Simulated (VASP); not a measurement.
An input for Ansatz (written as the equivalent of a VASP run, and not itself run):

Ansatz 0.2 input:
```yaml
crystal:
  lattice:
    - [1.5285748, 0.8825227, 6.3428582]
    - [-1.5285748, 0.8825227, 6.3428582]
    - [0.0000000, -1.7650464, 6.3428582]
  atoms:
    - { symbol: Re, position: [0.0002777, 0.0002777, 0.0002777] }
    - { symbol: S, position: [0.7519998, 0.7519998, 0.7519998] }
    - { symbol: S, position: [0.5810225, 0.5810225, 0.5810225] }
kpoints:
  mp_grid: { grid: [10, 10, 10] }
hamiltonian:
  xc: pbesol
  pseudopotentials: { kind: paw }
scf:
  occupations: { method: methfessel_paxton, width: 0.1 }
  max_iter: 100
relax:
  max_steps: 60
  f_tol: 0.02
  cell: {}
output: { forces: true, stress: true, eigenvalues: true }
```

**Question.** Translate this input to VASP (INCAR, KPOINTS, POSCAR, choice of POTCAR).

**Answer.** Several could match; the one computed here: 
KPOINTS:
```
Automatic mesh
0
Gamma
10 10 10
0 0 0
```

### INCAR
```
! general
SYSTEM  = ReS2
PREC    = Accurate
ENCUT   = 400
LREAL   = F
LASPH   = T

! electronic loop
EDIFF   = 1E-6
NELM    = 100
ALGO    = Normal
LMAXMIX = 6

! smearing
ISMEAR  = 1
SIGMA   = 0.1

! functional
GGA     = PS

! ions
IBRION  = 2
NSW     = 60
ISIF    = 3
EDIFFG  = -0.02

! output
LWAVE   = F
LCHARG  = F
```

### POSCAR
```
ReS2
1
    1.5285747843     0.8825227230     6.3428582362
   -1.5285747843     0.8825227230     6.3428582362
   -0.0000000000    -1.7650464332     6.3428582401
Re S
1 2
Direct
  0.0002777497   0.0002777497   0.0002777497
  0.7519997715   0.7519997715   0.7519997715
  0.5810224789   0.5810224789   0.5810224789
```

POTCAR, in this order: Re S (PBE.64 set). Program: vasp_std.

Limits of the translation: each code has its own PAW files, so the cut-off isn't converted (ENCUT is set for VASP's; basis.ecutwfc is left out, and Ansatz then takes the one that its files recommend); Ansatz stops its SCF on the density residual and VASP on the energy change (EDIFF).

The structure was generated: ReS2 was put into the 3R-MoS2 type (R3m), which need not be its known phase. This run relaxes it. Symmetry was kept, so distortions that lower it aren't found. The start is the result of an earlier pass.
